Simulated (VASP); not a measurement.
Here is a VASP 6.6.1 calculation.

Contents of INCAR:

```
SYSTEM = NbP
  PREC = Accurate
  ENCUT = 520
  EDIFF = 1E-7
  ISMEAR = 0
  SIGMA = 0.1
  LREAL = .FALSE.
  LASPH = .TRUE.
  NELM = 80
  ALGO = Normal
  ISIF = 3
  LWAVE = .FALSE.
  LCHARG = .FALSE.
  GGA = PE
  IVDW = 12
  IBRION = 2
  NSW = 80
  EDIFFG = -0.002
```

The input KPOINTS:

```
Automatic mesh
0
G
  18 18 18
  0 0 0
```

Contents of POSCAR:

```
NbP                                     
1.0
   -1.6567070187      1.6567070187      5.6222644622
    1.6567070187     -1.6567070187      5.6222644622
    1.6567070187      1.6567070187     -5.6222644622
  Nb              P             
     2     2
Direct
     0.7502411093316477    0.7502411093316477    0.0000000000000000
     0.5002411093316476    0.0002411093316475    0.5000000000000000
     0.3323874606683497    0.3323874606683497    0.0000000000000000
     0.0823874706683505    0.5823874706683503    0.5000000000000000
```

Potentials or basis: VASP PAW PBE potentials, release 64 (Nb_sv, P).

The run is started by

```sh
$ cat potpaw_PBE.64/Nb_sv/POTCAR potpaw_PBE.64/P/POTCAR > POTCAR
$ mpirun -np 1 vasp_std > vasp.out
```

Q: Estimate the band gap on the k mesh.

A: None (metal or under the smearing width).

Q: What does it give for the dispersion energy per atom?

A: -0.646 eV.

Final structure:
```
CELL_PARAMETERS angstrom
-1.65677 1.65677 5.62131
1.65677 -1.65677 5.62131
1.65677 1.65677 -5.62131
ATOMIC_POSITIONS crystal
Nb 0.75024 0.75024 0.00000
Nb 0.50024 0.00024 0.50000
P 0.33239 0.33239 0.00000
P 0.08239 0.58239 0.50000
```
